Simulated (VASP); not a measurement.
# C₃NH₃S: harmonic vibrations of a molecule, by functional

C₃NH₃S, molecule in box, 8 atoms in the cell.

| Functional | Zero-point energy (eV) | Vibrational entropy at 298 K (meV/K) | Displaced cells | Ionic steps, all stages | Electronic steps, all stages |
|---|---|---|---|---|---|
| RPBE | 1.451 | 0.139 | 48 | 71 | 1281 |
| PBE | 1.457 | 0.136 | 48 | 73 | 1264 |

## Input of the first row

INCAR.step1:
```
SYSTEM = H3C3SN
PREC = Accurate ; ENCUT = 400
EDIFF = 1E-8 ; ISMEAR = 0
SIGMA = 0.01 ; ISYM = 0
LREAL = .False. ; LASPH = .True.
NELM = 100 ; ALGO = Normal
LWAVE = .False. ; LCHARG = .False.
GGA = RP ; IBRION = 2
NSW = 60 ; ISIF = 2
EDIFFG = -0.002 ; POTIM = 0.5
```

INCAR.step2, as INCAR.step1 but for:
```
- IBRION = 2
- NSW = 60
- ISIF = 2
- EDIFFG = -0.002
- POTIM = 0.5
+ IBRION = 5
+ NFREE = 2
+ POTIM = 0.015
+ NSW = 1
```

KPOINTS:
```
k-points
0
Gamma
  1 1 1
```

POSCAR.step1:
```
H3C3SN
1.0
   13.0000000000      0.0000000000      0.0000000000
    0.0000000000     13.0000000000      0.0000000000
    0.0000000000      0.0000000000     12.0000000000
C S N H
3 1 1 3
Direct
    0.4514076900      0.5711307700      0.5478250000
    0.5523615400      0.5469615400      0.5330000000
    0.4299846200      0.4279000000      0.4556000000
    0.5617000000      0.4344692300      0.4607500000
    0.3824230800      0.5034000000      0.5038000000
    0.4237307700      0.6387153800      0.5910666700
    0.6195769200      0.5885846200      0.5602416700
    0.3915692300      0.3645153800      0.4146000000
```

Commands (each step's output is kept before the next begins):
```
cat potpaw_PBE.64/C/POTCAR potpaw_PBE.64/S/POTCAR potpaw_PBE.64/N/POTCAR potpaw_PBE.64/H/POTCAR > POTCAR
cp INCAR.step1 INCAR
cp POSCAR.step1 POSCAR
mpirun -np 8 vasp_gam > vasp.out
cp CONTCAR POSCAR
cp INCAR.step2 INCAR
mpirun -np 8 vasp_gam > vasp.out
```

Changes of the last row against the first:
```
(all steps)
- GGA = RP
```

VASP 6.6.1 took 1715 s on 8 cores (Intel Xeon Platinum 8259CL @ 2.50GHz (Skylake/Cascade Lake)), a shared host.
